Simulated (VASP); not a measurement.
**BIr: single point with LDA**

The system is BIr.

```xyz
2
Lattice="3.0421 0.0000 0.0000 -1.5211 2.6345 0.0000 0.0000 0.0000 2.7030" Properties=species:S:1:pos:R:3 pbc="T T T"
B     0.0000    1.7564    1.3515
Ir    0.0000    0.0000    0.0000
```

The cell comes from a database or a generator and needn't be the stable form of this composition.

```json
{"Program": "VASP 6.6.1", "Task": "single point", "Functional": "LDA", "Potentials or basis": "VASP PAW LDA potentials, release 64 (B, Ir)", "Cutoff": "520 eV", "k mesh": "6 × 6 × 6", "Occupations": "gaussian, width 0.1 eV", "Spin": "no spin polarisation", "Dipole correction": "no", "Further INCAR settings": "ALGO = Normal; EDIFF = 1e-06; NBANDS = 13"}
```

The pressure is -8.0 GPa. The band gap on the k mesh is none (metal or under the smearing width).

Levels at points of the mesh, in eV from the Fermi level:
| k point | band 3 | band 4 | band 5 | band 6 | band 7 | band 8 | band 9 | band 10 |
| --- | --- | --- | --- | --- | --- | --- | --- | --- |
| (0.00, 0.00, 0.00) | -5.05 | -5.05 | -1.07 | -1.07 | 2.67 | 5.65 | 5.65 | 8.29 |
| (0.50, 0.00, 0.00) | -5.40 | -3.81 | -1.60 | -1.46 | 0.34 | 1.03 | 7.09 | 11.59 |
| (0.00, 0.00, 0.50) | -4.50 | -4.50 | -3.38 | -3.38 | 1.65 | 4.62 | 4.62 | 9.83 |
| (0.50, 0.00, 0.50) | -5.90 | -3.31 | -0.97 | -0.61 | 0.42 | 5.95 | 5.99 | 8.08 |

It took 3 s on 1 thread of Intel(R) Xeon(R) 6975P-C (Granite Rapids) (shared host), peak memory 0.13 GiB.

Caveat: the k mesh is coarse (spacing up to 0.40 Å⁻¹), so the values aren't converged. The run has no spin-orbit coupling, so splittings on Ir are missing.
